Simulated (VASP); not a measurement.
A convergence study with VASP on CdI$_{2}$ (1T layered): one setting is varied, all else stays as given below, so the limit is that of these other settings.

```yaml
crystal:
  lattice:
    - [2.12000, -3.67195, 0.00000]
    - [2.12000, 3.67195, 0.00000]
    - [0.00000, 0.00000, 6.86000]
  atoms:
    - { symbol: Cd, position: [0.00000, 0.00000, 0.00000] }
    - { symbol: I, position: [0.33333, 0.66667, 0.24900] }
    - { symbol: I, position: [0.66667, 0.33333, 0.75100] }
```

Computed with PBE GGA, VASP's PBE PAW potentials (set 64) (plane waves; VASP). The tightest run used: 550 eV cut-off, 15×15×9 Γ-centred mesh, tetrahedra with Blöchl corrections, potentials Cd I.

Task: The settings run are 3×3×2 mesh; 4×4×2 mesh; 5×5×3 mesh; 6×6×3 mesh; 7×7×4 mesh; 8×8×5 mesh; 9×9×5 mesh; 10×10×6 mesh; 11×11×6 mesh; 12×12×7 mesh; 13×13×7 mesh; 14×14×8 mesh; 15×15×9 mesh. From which on does the energy per atom stay within 0.001 eV/atom of the tightest run?

Result: From 6×6×3 mesh on: it is off by 0.0008 there and by no more than 0.001 in any finer run, while 5×5×3 mesh is off by 0.0022.
| setting | E (eV/atom) | pressure (GPa) | irreducible k-points | difference judged (eV/atom) |
|---|---|---|---|---|
| 3×3×2 mesh | -1.7814 | 2.63 | 6 | 0.0463 |
| 4×4×2 mesh | -1.8194 | 2.18 | 8 | 0.0083 |
| 5×5×3 mesh | -1.8255 | 2.10 | 12 | 0.0022 |
| 6×6×3 mesh | -1.8269 | 2.07 | 17 | 0.0008 |
| 7×7×4 mesh | -1.8276 | 2.06 | 28 | 0.0001 |
| 8×8×5 mesh | -1.8277 | 2.06 | 40 | 0.0000 |
| 9×9×5 mesh | -1.8277 | 2.06 | 50 | 0.0000 |
| 10×10×6 mesh | -1.8277 | 2.06 | 72 | 0.0000 |
| 11×11×6 mesh | -1.8277 | 2.06 | 84 | 0.0000 |
| 12×12×7 mesh | -1.8277 | 2.06 | 112 | 0.0000 |
| 13×13×7 mesh | -1.8277 | 2.06 | 126 | 0.0000 |
| 14×14×8 mesh | -1.8277 | 2.06 | 168 | 0.0000 |
| 15×15×9 mesh | -1.8277 | 2.06 | 211 | 0.0000 |

Left out are rungs that failed or repeat a setting and relaxations that didn't move; long series are thinned to 24 rows.

The compound is CdI2 in the 1T layered structure. The cell was not relaxed at this level.
